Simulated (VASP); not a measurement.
Output of a VASP run:

OSZICAR:
```
       N       E                     dE             d eps       ncg     rms          rms(c)
DAV:   1     0.102403381260E+03    0.10240E+03   -0.86913E+03   980   0.134E+03
DAV:   2    -0.346294904697E+02   -0.13703E+03   -0.13554E+03   986   0.388E+02
DAV:   3    -0.428949636747E+02   -0.82655E+01   -0.80210E+01  1538   0.786E+01
DAV:   4    -0.430494970457E+02   -0.15453E+00   -0.15147E+00  1378   0.115E+01
DAV:   5    -0.430526983529E+02   -0.32013E-02   -0.32006E-02  1420   0.158E+00    0.125E+01
DAV:   6    -0.393034607306E+02    0.37492E+01   -0.53287E+00  1396   0.358E+01    0.487E+00
DAV:   7    -0.389959669520E+02    0.30749E+00   -0.61976E-01  1100   0.100E+01    0.230E+00
DAV:   8    -0.390084225729E+02   -0.12456E-01   -0.89530E-01  1272   0.960E+00    0.681E-01
DAV:   9    -0.390408805686E+02   -0.32458E-01   -0.15646E-01  1098   0.457E+00    0.456E-01
DAV:  10    -0.392924715830E+02   -0.25159E+00   -0.32084E-01  1112   0.744E+00    0.333E-01
DAV:  11    -0.393063954277E+02   -0.13924E-01   -0.23391E-01   980   0.664E+00    0.138E-01
DAV:  12    -0.392905331358E+02    0.15862E-01   -0.65955E-02   980   0.328E+00    0.118E-01
DAV:  13    -0.392942462058E+02   -0.37131E-02   -0.42196E-03  1292   0.777E-01    0.129E-01
DAV:  14    -0.392971003347E+02   -0.28541E-02   -0.38359E-02  1004   0.277E+00    0.702E-02
DAV:  15    -0.392966664462E+02    0.43389E-03   -0.27759E-03  1448   0.416E-01    0.573E-02
DAV:  16    -0.392963669552E+02    0.29949E-03   -0.38113E-03  1192   0.799E-01    0.273E-02
DAV:  17    -0.392962755512E+02    0.91404E-04   -0.27156E-04  1558   0.209E-01    0.233E-02
DAV:  18    -0.392962785450E+02   -0.29939E-05   -0.32505E-04   986   0.231E-01    0.199E-02
DAV:  19    -0.392962174856E+02    0.61059E-04   -0.94366E-05  1010   0.128E-01    0.159E-02
DAV:  20    -0.392962109017E+02    0.65839E-05   -0.33471E-05  1572   0.590E-02    0.781E-03
DAV:  21    -0.392962011901E+02    0.97116E-05   -0.17361E-05  1004   0.574E-02    0.659E-03
DAV:  22    -0.392962054688E+02   -0.42788E-05   -0.31925E-05  1482   0.751E-02    0.152E-03
DAV:  23    -0.392962076171E+02   -0.21482E-05   -0.26706E-05   992   0.796E-02    0.258E-03
DAV:  24    -0.392962033837E+02    0.42333E-05   -0.78396E-06   992   0.384E-02    0.169E-03
DAV:  25    -0.392962029170E+02    0.46673E-06   -0.13191E-07   802   0.488E-03    0.145E-03
DAV:  26    -0.392962028274E+02    0.89637E-07   -0.25854E-08   592   0.313E-03
   1 F= -.39296203E+02 E0= -.39295773E+02  d E =-.128804E-02
```

**OUTCAR**
```
------------------------ aborting loop because EDIFF is reached ----------------------------------------
  FORCE on cell =-STRESS in cart. coord.  units (eV):
  Direction    XX          YY          ZZ          XY          YZ          ZX
  --------------------------------------------------------------------------------------
  Total        1.1732904      1.1732904      1.1732904     -0.0000000      0.0000000      0.0000000
  in kB       28.4441958     28.4441958     28.4441958     -0.0000000      0.0000000      0.0000000
  external PRESSURE =      28.4441958 kB  Pullay stress =       0.0000000 kB
  volume of cell :       66.09
      direct lattice vectors                 reciprocal lattice vectors
     4.043034790  0.000000000  0.000000000     0.247338955  0.000000000  0.000000000
     0.000000000  4.043034790  0.000000000     0.000000000  0.247338955  0.000000000
     0.000000000  0.000000000  4.043034790     0.000000000  0.000000000  0.247338955
 POSITION                                       TOTAL-FORCE (eV/Angst)
 -----------------------------------------------------------------------------------
      0.00000      0.00000      0.00000         0.000000      0.000000      0.000000
      0.00000      2.02152      2.02152         0.000000      0.000000      0.000000
      2.02152      0.00000      2.02152         0.000000      0.000000      0.000000
      2.02152      2.02152      0.00000         0.000000      0.000000      0.000000
 -----------------------------------------------------------------------------------
    total drift:                               -0.000000     -0.000000      0.000000
  FREE ENERGIE OF THE ION-ELECTRON SYSTEM (eV)
  ---------------------------------------------------
  free  energy   TOTEN  =       -39.2962028274 eV

  energy  without entropy=      -39.2949147855  energy(sigma->0) =      -39.29577348
```
(Selected blocks of OUTCAR.)

### POSCAR
```
Al3Sc
1
    4.0430347901     0.0000000000     0.0000000000
    0.0000000000     4.0430347901     0.0000000000
    0.0000000000     0.0000000000     4.0430347901
Sc Al
1 3
Direct
  0.0000000000   0.0000000000   0.0000000000
  0.0000000000   0.5000000000   0.5000000000
  0.5000000000   0.0000000000   0.5000000000
  0.5000000000   0.5000000000   0.0000000000
```

Problem. Write an INCAR and KPOINTS that could have produced this output.

Solution. One answer among several that fit: the input of the run itself, SCAN meta-GGA, plane waves, VASP's PBE PAW potentials (set 64).

### INCAR
```
! general
SYSTEM   =  Al3Sc
PREC     =  Accurate
ENCUT    =  520
LREAL    =  .False.
LASPH    =  .True.

! electronic loop
EDIFF    =  1E-7
NELM     =  100
ALGO     =  Normal
LMAXMIX  =  4
LMIXTAU  =  .True.

! smearing
ISMEAR   =  1
SIGMA    =  0.1

! functional
METAGGA  =  SCAN

! ions
ISIF     =  2

! output
LWAVE    =  .False.
LCHARG   =  .False.
```

File KPOINTS:
```
Automatic mesh
0
Gamma
8 8 8
0 0 0
```

POTCAR, in this order: Sc_sv Al (PBE.64 set). Program: vasp_std.

The compound is Al3Sc in the L1_2 structure. This cell is one point of a volume scan, at 0.97 of the reference volume.
